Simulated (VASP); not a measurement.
All values below come from PBE GGA with D3 dispersion (Becke-Johnson damping), VASP's PBE PAW potentials (set 64) (plane waves; VASP).

Input for VASP

File POSCAR:
```
SnTe
1
    0.0000000000     3.1525167581     3.1525167581
    3.1525167581     0.0000000000     3.1525167581
    3.1525167581     3.1525167581     0.0000000000
Te Sn
1 1
Direct
  0.5000000000   0.5000000000   0.5000000000
  0.0000000000   0.0000000000   0.0000000000
```

### KPOINTS
```
Automatic mesh
0
Gamma
17 17 17
```

**INCAR**
```
! general
SYSTEM =SnTe
PREC   =Accurate
ENCUT  =400   ! plane-wave cut-off (eV)
LREAL  =F   ! projection in real space or not
LASPH  =T   ! aspherical one-centre terms
NBANDS =42

! electronic loop
EDIFF  =1E-7   ! SCF stop (eV)
NELM   =100   ! most electronic steps
ALGO   =Normal   ! blocked Davidson
LMAXMIX=4

! smearing
ISMEAR =0   ! Gaussian
SIGMA  =0.01   ! width (eV)

! functional
GGA    =PE   ! PBE
IVDW   =12   ! D3, Becke-Johnson

! output
LWAVE  =F
LCHARG =F
NEDOS  =1001

! other
LOPTICS=T
CSHIFT =0.1
```

POTCAR, in this order: Te Sn_d (PBE.64 set). Program: vasp_std.

The dielectric response may not be converged in the k-mesh; for small gaps it tends to come out too large.

Predict the energy per atom (σ→0), dispersion energy.

The energy per atom (σ→0) is -4.172 eV/atom and the dispersion energy comes out as -0.801 eV.

OSZICAR:
```
...
DAV:   8    -0.754434703568E+01   -0.72552E-03   -0.33506E-03 18502   0.234E-01    0.916E-02
DAV:   9    -0.754439731837E+01   -0.50283E-04   -0.13096E-04 16904   0.353E-02    0.499E-02
DAV:  10    -0.754443770016E+01   -0.40382E-04   -0.22872E-05 16576   0.198E-02    0.250E-02
DAV:  11    -0.754444178178E+01   -0.40816E-05   -0.56275E-06 16110   0.635E-03    0.267E-03
DAV:  12    -0.754444232622E+01   -0.54444E-06   -0.78461E-07 17204   0.477E-03    0.210E-03
DAV:  13    -0.754444231390E+01    0.12317E-07   -0.45111E-08 15102   0.780E-04
   1 F= -.83449548E+01 E0= -.83449548E+01  d E =-.102835E-13
 imaginary and real dielectric function
```

The structure comes from a measured SnTe entry (Fm-3m) of the Crystallography Open Database, whose conditions weren't checked. It was relaxed first.
